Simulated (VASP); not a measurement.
Input:

```
AlFe
1.0
    2.83993     0.00000     0.00000
    0.00000     2.83993     0.00000
    0.00000     0.00000     2.83993
Al Fe
1 1
Cartesian
  1.41997   1.41997   1.41997
  0.00000   0.00000   0.00000
```

Method: r2SCAN meta-GGA, VASP's PBE PAW potentials (set 64) (plane waves; VASP). Numerical set-up: 480 eV cut-off, 12×12×12 Γ-centred mesh, first-order Methfessel-Paxton smearing of 0.10 eV, potentials Al Fe.

Each row applies one change to this cell, which was relaxed at other settings and keeps the small stress of the first row; at a fixed cut-off the stress holds a Pulay part, so it need not integrate to ΔE exactly. Stress is in GPa, positive when the cell is compressed.

```json
[
 {"change": "none", "ΔE (meV/atom)": "0.0", "σxx": "0.22", "σyy": "0.22", "σzz": "0.22", "largest shear component, with its sign (GPa)": "0.00", "largest force (eV/Å)": "0.000"},
 {"change": "biaxial strain of -1.5 % in the xz plane", "ΔE (meV/atom)": "[?]", "σxx": "[?]", "σyy": "[?]", "σzz": "[?]", "largest shear component, with its sign (GPa)": "[?]", "largest force (eV/Å)": "[?]"},
 {"change": "isotropic strain of -3.0 %", "ΔE (meV/atom)": "65.5", "σxx": "22.33", "σyy": "22.33", "σzz": "22.33", "largest shear component, with its sign (GPa)": "0.00", "largest force (eV/Å)": "0.000"},
 {"change": "isotropic strain of -2.0 %", "ΔE (meV/atom)": "28.6", "σxx": "13.98", "σyy": "13.98", "σzz": "13.98", "largest shear component, with its sign (GPa)": "0.00", "largest force (eV/Å)": "0.000"},
 {"change": "isotropic strain of +4.0 %", "ΔE (meV/atom)": "88.6", "σxx": "-18.12", "σyy": "-18.12", "σzz": "-18.12", "largest shear component, with its sign (GPa)": "0.00", "largest force (eV/Å)": "0.000"},
 {"change": "isotropic strain of -4.0 %", "ΔE (meV/atom)": "119.3", "σxx": "31.83", "σyy": "31.83", "σzz": "31.83", "largest shear component, with its sign (GPa)": "0.00", "largest force (eV/Å)": "0.000"},
 {"change": "atom 1 (Al) moved by -0.150 Å along y", "ΔE (meV/atom)": "[?]", "σxx": "[?]", "σyy": "[?]", "σzz": "[?]", "largest shear component, with its sign (GPa)": "[?]", "largest force (eV/Å)": "[?]"}
]
```

Some entries are withheld; supply them.

- atom 1 (Al) moved by -0.150 Å along y, ΔE (meV/atom): 51.4
- atom 1 (Al) moved by -0.150 Å along y, σxx: 2.83
- atom 1 (Al) moved by -0.150 Å along y, σyy: 0.58
- atom 1 (Al) moved by -0.150 Å along y, σzz: 2.83
- atom 1 (Al) moved by -0.150 Å along y, largest shear component, with its sign (GPa): 0.00
- atom 1 (Al) moved by -0.150 Å along y, largest force (eV/Å): 1.364
- biaxial strain of -1.5 % in the xz plane, ΔE (meV/atom): 8.1
- biaxial strain of -1.5 % in the xz plane, σxx: 7.49
- biaxial strain of -1.5 % in the xz plane, σyy: 5.05
- biaxial strain of -1.5 % in the xz plane, σzz: 7.49
- biaxial strain of -1.5 % in the xz plane, largest shear component, with its sign (GPa): 0.00
- biaxial strain of -1.5 % in the xz plane, largest force (eV/Å): 0.000

Failed runs are left out, and for metals the shear rows, which the mesh's noise covers.

The compound is FeAl in the CsCl type structure. The run is not spin-polarised, so no magnetic state was tried. The electron count is odd and the run is not spin-polarised, which forces a metal.
